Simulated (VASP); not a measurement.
Here is the system:

```xyz
3
Lattice="0.0000 3.2495 3.2495 3.2495 0.0000 3.2495 3.2495 3.2495 0.0000" Properties=species:S:1:pos:R:3 pbc="T T T"
Na     1.6247     1.6247     1.6247
Na     4.8742     4.8742     4.8742
S      0.0000     3.2495     3.2495
```

The numbers are results of PBEsol GGA, VASP's PBE PAW potentials (set 64) (plane waves; VASP 6.6.1), not measurements. Numerical set-up: 480 eV cut-off, 6×6×6 Γ-centred mesh, Gaussian smearing of 0.050 eV, potentials Na_pv S.

Each row applies one change to this cell, which was relaxed at other settings and keeps the small stress of the first row; at a fixed cut-off the stress holds a Pulay part, so it need not integrate to ΔE exactly. Stress is in GPa, positive when the cell is compressed; gaps are those on the k-mesh, and 0.00 means metallic.

```json
[
 {"change": "none", "ΔE (meV/atom)": "0.0", "σxx": "0.05", "σyy": "0.05", "σzz": "0.05", "largest shear component, with its sign (GPa)": "0.00", "largest force (eV/Å)": "0.000", "gap (eV)": "2.43"},
 {"change": "atom 3 (S) moved by 0.100 Å along x", "ΔE (meV/atom)": "5.0", "σxx": "0.07", "σyy": "0.19", "σzz": "0.19", "largest shear component, with its sign (GPa)": "0.00", "largest force (eV/Å)": "0.297", "gap (eV)": "2.42"},
 {"change": "isotropic strain of -1.0 %", "ΔE (meV/atom)": "2.5", "σxx": "1.01", "σyy": "1.01", "σzz": "1.01", "largest shear component, with its sign (GPa)": "0.00", "largest force (eV/Å)": "0.000", "gap (eV)": "2.53"},
 {"change": "shear strain γ_yz = +3.0 %", "ΔE (meV/atom)": "1.4", "σxx": "0.08", "σyy": "0.08", "σzz": "0.08", "largest shear component, with its sign (GPa)": "-0.64", "largest force (eV/Å)": "0.045", "gap (eV)": "2.39"},
 {"change": "isotropic strain of -3.0 %", "ΔE (meV/atom)": "20.8", "σxx": "3.38", "σyy": "3.38", "σzz": "3.38", "largest shear component, with its sign (GPa)": "0.00", "largest force (eV/Å)": "0.000", "gap (eV)": "2.74"},
 {"change": "atom 3 (S) moved by -0.050 Å along y", "ΔE (meV/atom)": "1.2", "σxx": "0.08", "σyy": "0.06", "σzz": "0.08", "largest shear component, with its sign (GPa)": "0.00", "largest force (eV/Å)": "0.149", "gap (eV)": "2.43"},
 {"change": "shear strain γ_xy = +0.5 %", "ΔE (meV/atom)": "0.0", "σxx": "0.05", "σyy": "0.05", "σzz": "0.05", "largest shear component, with its sign (GPa)": "-0.11", "largest force (eV/Å)": "0.007", "gap (eV)": "2.42"},
 {"change": "shear strain γ_xz = -4.0 %", "ΔE (meV/atom)": "2.4", "σxx": "0.11", "σyy": "0.11", "σzz": "0.11", "largest shear component, with its sign (GPa)": "0.85", "largest force (eV/Å)": "0.060", "gap (eV)": "2.38"},
 {"change": "uniaxial strain of +1.0 % along y", "ΔE (meV/atom)": "0.2", "σxx": "-0.12", "σyy": "-0.51", "σzz": "-0.12", "largest shear component, with its sign (GPa)": "0.00", "largest force (eV/Å)": "0.000", "gap (eV)": "2.39"}
]
```

Failed runs are left out, and for metals the shear rows, which the mesh's noise covers.

The compound is Na2S in the antifluorite structure.
